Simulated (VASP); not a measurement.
These are r2SCAN+rVV10, VASP's PBE PAW potentials (set 64) (plane waves; VASP) values and carry that method's errors.

VASP ran on this input.

POSCAR:
```
BaHfO3
1.0
  4.1196590489   0.0000000000   0.0000000000
  0.0000000000   4.1196590489   0.0000000000
  0.0000000000   0.0000000000   4.1196590489
Ba Hf O
1 1 3
Cartesian
  0.0000000000   0.0000000000   0.0000000000
  2.0598295245   2.0598295245   2.0598295245
  2.0598295245   0.0000000000   2.0598295245
  0.0000000000   2.0598295245   2.0598295245
  2.0598295245   2.0598295245   0.0000000000
```

File KPOINTS:
```
Automatic mesh
0
Gamma
5 5 5
0 0 0
```

INCAR:
```
! general
SYSTEM  =BaHfO3
PREC    =Accurate
ENCUT   =520
LREAL   =F
LASPH   =T

! electronic loop
EDIFF   =1E-7
NELM    =100
ALGO    =Normal
LMAXMIX =6
LMIXTAU =T

! smearing
ISMEAR  =0
SIGMA   =0.05

! functional
METAGGA =R2SCAN
LUSE_VDW=T
BPARAM  =11.95
CPARAM  =0.0093

! ions
ISIF    =2

! output
LWAVE   =F
LCHARG  =F
```

POTCAR, in this order: Ba_sv Hf_pv O (PBE.64 set). Program: vasp_std.

Output

**OUTCAR**
```
 ion  position               nearest neighbor table
   1  0.000  0.000  0.000-   3 2.91   4 2.91   5 2.91   3 2.91   4 2.91   4 2.91   5 2.91   4 2.91
                             3 2.91   5 2.91   3 2.91   5 2.91   2 3.57   2 3.57   2 3.57   2 3.57
   2  0.500  0.500  0.500-   3 2.06   4 2.06   5 2.06   5 2.06   3 2.06   4 2.06   1 3.57   1 3.57
                             1 3.57   1 3.57   1 3.57   1 3.57   1 3.57   1 3.57
   3  0.500  0.000  0.500-   2 2.06   2 2.06   1 2.91   1 2.91   1 2.91   1 2.91
   4  0.000  0.500  0.500-   2 2.06   2 2.06   1 2.91   1 2.91   1 2.91   1 2.91
   5  0.500  0.500  0.000-   2 2.06   2 2.06   1 2.91   1 2.91   1 2.91   1 2.91
  LATTYP: Found a simple cubic cell.
 ALAT       =     4.1196590489
 Subroutine PRICEL returns:
 Original cell was already a primitive cell.
 Subroutine GETGRP returns: Found 48 space group operations
The static configuration has the point symmetry O_h .
The dynamic configuration has the point symmetry O_h .
 Subroutine INISYM returns: Found 48 space group operations
 Subroutine IBZKPT returns following result:
 Found     10 irreducible k-points:

 Following reciprocal coordinates:
            Coordinates               Weight
  0.000000  0.000000  0.000000      1.000000
  0.200000  0.000000  0.000000      6.000000
  0.400000  0.000000  0.000000      6.000000
  0.200000  0.200000  0.000000     12.000000
  0.400000  0.200000  0.000000     24.000000
  0.400000  0.400000  0.000000     12.000000
  0.200000  0.200000  0.200000      8.000000
  0.400000  0.200000  0.200000     24.000000
  0.400000  0.400000  0.200000     24.000000
  0.400000  0.400000  0.400000      8.000000
   k-points           NKPTS =     10   k-points in BZ     NKDIM =     10   number of bands    NBANDS=     23
   number of dos      NEDOS =    301   number of ions     NIONS =      5
   total plane-waves  NPLWV =  32768
   dimension x,y,z NGX =    32 NGY =   32 NGZ =   32
   dimension x,y,z NGXF=    64 NGYF=   64 NGZF=   64
   ions per type =               1   1   3
   PREC   = accura    normal or accurate (medium, high low for compatibility)
   ISTART =      0    job   : 0-new  1-cont  2-samecut
   ICHARG =      2    charge: 1-file 2-atom 10-const
   ISPIN  =      1    spin polarized calculation?
   LNONCOLLINEAR =      F non collinear calculations
   LSORBIT =      F    spin-orbit coupling
   INIWAV =      1    electr: 0-lowe 1-rand  2-diag
   ENCUT  =  520.0 eV  38.22 Ry    6.18 a.u.   7.66  7.66  7.66*2*pi/ulx,y,z
   NELM   =    100;   NELMIN=  2; NELMDL= -5     # of ELM steps
   EDIFF  = 0.1E-06   stopping-criterion for ELM
   LREAL  =      F    real-space projection
   NLSPLINE    = F    spline interpolate recip. space projectors
   LMAXMIX     =    6 max onsite mixed and CHGCAR
   VOSKOWN=      0    Vosko Wilk Nusair interpolation
   EDIFFG = 0.1E-05   stopping-criterion for IOM
   NSW    =      0    number of steps for IOM
   NBLOCK =      1;   KBLOCK =      1    inner block; outer block
   IBRION =     -1    ionic relax: 0-MD 1-quasi-New 2-CG
   NFREE  =      0    steps in history (QN), initial steepest desc. (CG)
   ISIF   =      2    stress and relaxation
   ISYM   =      2    0-nonsym 1-usesym 2-fastsym
   TEIN   =    0.0    initial temperature
   TEBEG  =    0.0;   TEEND  =   0.0 temperature during run
   SMASS  =  -3.00    Nose mass-parameter (am)
   PSTRESS=    0.0 pullay stress
   NELECT =      38.0000    total number of electrons
   EFERMI =   0.00;   METHOD = LEGACY
   ISMEAR =     0;   SIGMA  =   0.05  broadening in eV -4-tet -1-fermi 0-gaus
   IALGO  =     38    algorithm
   LDIAG  =      T    sub-space diagonalisation (order eigenvalues)
   IMIX   =      4    mixing-type and parameters
     AMIX     =   0.40;   BMIX     =  1.00
     AMIX_MAG =   1.60;   BMIX_MAG =  1.00
     AMIN     =   0.10
   METAGGA = R2SCAN    functional components
   VOSKOWN =     0    Vosko Wilk Nusair interpolation
   LHFCALC =     F    Hartree Fock is set to
   LHFONE  =     F    Hartree Fock one center treatment
...
```

File OSZICAR:
```
       N       E                     dE             d eps       ncg     rms          rms(c)
DAV:   1     0.173689004176E+03    0.17369E+03   -0.22312E+04   460   0.166E+03
DAV:   2    -0.112542732839E+03   -0.28623E+03   -0.27929E+03   621   0.368E+02
DAV:   3    -0.124830452957E+03   -0.12288E+02   -0.12269E+02   588   0.753E+01
DAV:   4    -0.125081553024E+03   -0.25110E+00   -0.25105E+00   684   0.975E+00
DAV:   5    -0.125086801886E+03   -0.52489E-02   -0.52488E-02   619   0.835E-01    0.694E+01
DAV:   6    -0.107774266837E+03    0.17313E+02   -0.24824E+01   558   0.320E+01    0.550E+01
DAV:   7    -0.107254686362E+03    0.51958E+00   -0.29747E+00   587   0.143E+01    0.226E+01
DAV:   8    -0.110663019184E+03   -0.34083E+01   -0.19852E+00   509   0.131E+01    0.535E+00
DAV:   9    -0.105822626662E+03    0.48404E+01   -0.14981E+00   495   0.967E+00    0.423E+00
DAV:  10    -0.107037116247E+03   -0.12145E+01   -0.64650E-01   474   0.647E+00    0.208E+00
DAV:  11    -0.107026770612E+03    0.10346E-01   -0.11461E-02   608   0.964E-01    0.755E-01
DAV:  12    -0.107082112914E+03   -0.55342E-01   -0.98795E-03   585   0.105E+00    0.422E-01
DAV:  13    -0.107106064966E+03   -0.23952E-01   -0.10537E-02   544   0.108E+00    0.770E-02
DAV:  14    -0.107105616208E+03    0.44876E-03   -0.42723E-04   645   0.207E-01    0.212E-01
DAV:  15    -0.107105815473E+03   -0.19927E-03   -0.35404E-05   614   0.544E-02    0.156E-01
DAV:  16    -0.107106287783E+03   -0.47231E-03   -0.37164E-04   530   0.209E-01    0.256E-02
DAV:  17    -0.107106321940E+03   -0.34157E-04   -0.61388E-05   530   0.859E-02    0.716E-03
DAV:  18    -0.107106325096E+03   -0.31556E-05   -0.51751E-06   588   0.213E-02    0.143E-02
DAV:  19    -0.107106347914E+03   -0.22818E-04   -0.76078E-06   530   0.321E-02    0.664E-03
DAV:  20    -0.107106348163E+03   -0.24955E-06   -0.54992E-07   579   0.814E-03    0.583E-03
DAV:  21    -0.107106348164E+03   -0.67757E-09   -0.12418E-07   391   0.346E-03
   1 F= -.10710635E+03 E0= -.10710635E+03  d E =-.256954E-11
```

File OUTCAR:
```
------------------------ aborting loop because EDIFF is reached ----------------------------------------
  FORCE on cell =-STRESS in cart. coord.  units (eV):
  Direction    XX          YY          ZZ          XY          YZ          ZX
  --------------------------------------------------------------------------------------
  Total        2.5742479      2.5742479      2.5742479      0.0000000      0.0000000     -0.0000000
  in kB       58.9898280     58.9898280     58.9898280      0.0000000      0.0000000     -0.0000000
  external PRESSURE =      58.9898280 kB  Pullay stress =       0.0000000 kB
  volume of cell :       69.92
      direct lattice vectors                 reciprocal lattice vectors
     4.119659049  0.000000000  0.000000000     0.242738534  0.000000000  0.000000000
     0.000000000  4.119659049  0.000000000     0.000000000  0.242738534  0.000000000
     0.000000000  0.000000000  4.119659049     0.000000000  0.000000000  0.242738534
 POSITION                                       TOTAL-FORCE (eV/Angst)
 -----------------------------------------------------------------------------------
      0.00000      0.00000      0.00000         0.000000      0.000000      0.000000
      2.05983      2.05983      2.05983         0.000000      0.000000      0.000000
      2.05983      0.00000      2.05983         0.000000      0.000000      0.000000
      0.00000      2.05983      2.05983         0.000000      0.000000      0.000000
      2.05983      2.05983      0.00000         0.000000      0.000000      0.000000
 -----------------------------------------------------------------------------------
    total drift:                                0.000000     -0.000000     -0.000000
  FREE ENERGIE OF THE ION-ELECTRON SYSTEM (eV)
  ---------------------------------------------------
  free  energy   TOTEN  =      -107.1063481639 eV

  energy  without entropy=     -107.1063481639  energy(sigma->0) =     -107.10634816
```
(Selected blocks of OUTCAR.)

The compound is BaHfO3 in the cubic perovskite structure. This cell is one point of a volume scan, at 0.97 of the reference volume.
